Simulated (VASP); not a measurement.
Cs2AgBiBr6 (space group Fm-3m): the band gap from VASP (plane waves, PAW) at several levels of theory. Gaps are without spin-orbit coupling. Each level names its cell: its own relaxed one, PBE's, or the starting one. A gap is the smallest over the k-mesh and a band path; hybrids may have named points in place of the path, and GW has the mesh alone.

| level | band gap (eV) |
|---|---|
| PBEsol (own cell) | 1.10 |
| r2SCAN (own cell) | 1.65 |

The cell of the PBEsol (own cell) run:

```
AgBiCs2Br6
1.0
    0.00000     5.59230     5.59230
    5.59230     0.00000     5.59230
    5.59230     5.59230     0.00000
Cs Ag Bi Br
2 1 1 6
Direct
  0.75000   0.75000   0.75000
  0.25000   0.25000   0.25000
  0.50000   0.50000   0.50000
  0.00000   0.00000   0.00000
  0.74623   0.25377   0.25377
  0.25377   0.74623   0.74623
  0.25377   0.74623   0.25377
  0.74623   0.25377   0.74623
  0.25377   0.25377   0.74623
  0.74623   0.74623   0.25377
```

Only levels that ran to the end are used. Left out are those held back, those with too coarse a band path, GW runs whose mesh misses a band edge, hybrids' fits of cells that aren't cubic and levels without matching references; a question may draw on a part of the rest.

The structure comes from a computed database's Cs2AgBiBr6 entry (Fm-3m); how it stands against other phases isn't given here.
